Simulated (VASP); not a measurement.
Here is a VASP 6.6.1 calculation.

Contents of INCAR:

```
SYSTEM = HfGe
PREC = Normal
ENCUT = 520
EDIFF = 1E-4
ISMEAR = 0
SIGMA = 0.15
LREAL = .False.
LASPH = .True.
NELM = 60
ALGO = Fast
ISIF = 3
LWAVE = .False.
LCHARG = .False.
GGA = PE
IBRION = 2
NSW = 24
EDIFFG = -0.08
```

Contents of KPOINTS:

```
regular mesh
0
Gamma
  6 6 6
  0 0 0
```

File POSCAR:

```
HfGe
1.0
    3.3196481800      0.0000000000      0.0000000000
    0.0000000000      3.3196481800      0.0000000000
    0.0000000000      0.0000000000      3.3196481800
Hf Ge
1 1
Direct
    0.5000000000      0.5000000000      0.5000000000
    0.0000000000      0.0000000000      0.0000000000
```

Potentials or basis: VASP PAW PBE potentials, release 64 (Hf_pv, Ge_d).

The run is started by

```sh
$ cat potpaw_PBE.64/Hf_pv/POTCAR potpaw_PBE.64/Ge_d/POTCAR > POTCAR
$ mpirun -np 1 vasp_std > vasp.out
```

**Question.** Predict the relaxed cell.

**Answer.** a = 3.335 Å, b = 3.335 Å, c = 3.335 Å, α = 90.00°, β = 90.00°, γ = 90.00°.

**Question.** What does it give for the band gap on the k mesh?

**Answer.** None (metal or under the smearing width).

**Question.** Predict the space group after relaxing (to 0.05 Å).

**Answer.** Pm-3m (No. 221).

**Question.** Predict the relaxed volume.

**Answer.** 18.55 Å³/atom.

Step by step:
```
step  energy change (eV)  largest force (eV/Å)  pressure (GPa)  volume (Å³)
   1              0.0000                0.0000            2.59        36.58
   2             -0.0013                0.0000           -1.32        38.17
   3             -0.0069                0.0000           -2.32        37.33
   4             -0.0051                0.0000            1.34        36.97
   5             -0.0061                0.0000           -0.29        37.10
```

The run has no spin-orbit coupling, so splittings on Hf are missing.
